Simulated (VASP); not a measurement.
```yaml
crystal:
  lattice:
    - [3.82182, 0.00000, 0.00000]
    - [-1.91091, 3.30979, 0.00000]
    - [0.00000, 0.00000, 5.92410]
  atoms:
    - { symbol: Pd, position: [0.33333, 0.66667, 0.99395] }
    - { symbol: Pd, position: [0.66667, 0.33333, 0.49395] }
    - { symbol: P, position: [0.33333, 0.66667, 0.38105] }
    - { symbol: P, position: [0.66667, 0.33333, 0.88105] }
```

All values below come from PBEsol GGA, VASP's PBE PAW potentials (set 64) (plane waves; VASP). Numerical set-up: 400 eV cut-off, 10×10×6 Γ-centred mesh, tetrahedra with Blöchl corrections, potentials Pd P.

The cores are frozen, which limits the accuracy of field gradients.

Problem. Give the principal components of the electric field gradient (V/Å²) and the asymmetry η at each nucleus.

Solution. 
```tsv
atom	Vxx	Vyy	Vzz	η
Pd1	-21.1	-21.1	42.1	0.00
Pd2	-21.1	-21.1	42.1	0.00
P3	-12.3	-12.3	24.7	0.00
P4	-12.3	-12.3	24.7	0.00
```

The structure was generated: PdP was put into the wurtzite type (P6_3mc), which need not be its known phase. It was relaxed first, which changed the volume by -18 %.
